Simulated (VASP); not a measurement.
Consider the following.

```xyz
1
Lattice="0.0000 1.9370 1.9370 1.9370 0.0000 1.9370 1.9370 1.9370 0.0000" Properties=species:S:1:pos:R:3 pbc="T T T"
Al     0.0000     0.0000     0.0000
```

Level of theory: r2SCAN meta-GGA, VASP's PBE PAW potentials (set 64) (plane waves; VASP). Settings: 500 eV cut-off, 16×16×16 Γ-centred mesh, first-order Methfessel-Paxton smearing of 0.10 eV, potentials Al.

Energy and stress use the plane-wave basis of the starting cell.

Task: The ions, cell shape and volume at an external pressure of 20.0 GPa are relaxed. Predict the relaxed structure.

Result: 
```xyz
1
Lattice="0.0000 1.8959 1.8959 1.8959 0.0000 1.8959 1.8959 1.8959 0.0000" Properties=species:S:1:pos:R:3 pbc="T T T"
Al     0.0000     0.0000     0.0000
```
Space group Fm-3m (225), at a tolerance of 0.03 Å.

Task: How do energy and volume change from the first to the last step?

Result: The energy (σ→0) changes by +83.1 meV/atom and the volume by -6.2 %, in 3 ionic steps.

The compound is Al in the fcc structure. This run relaxes it under an external pressure of 20 GPa. Symmetry was kept, so distortions that lower it aren't found.
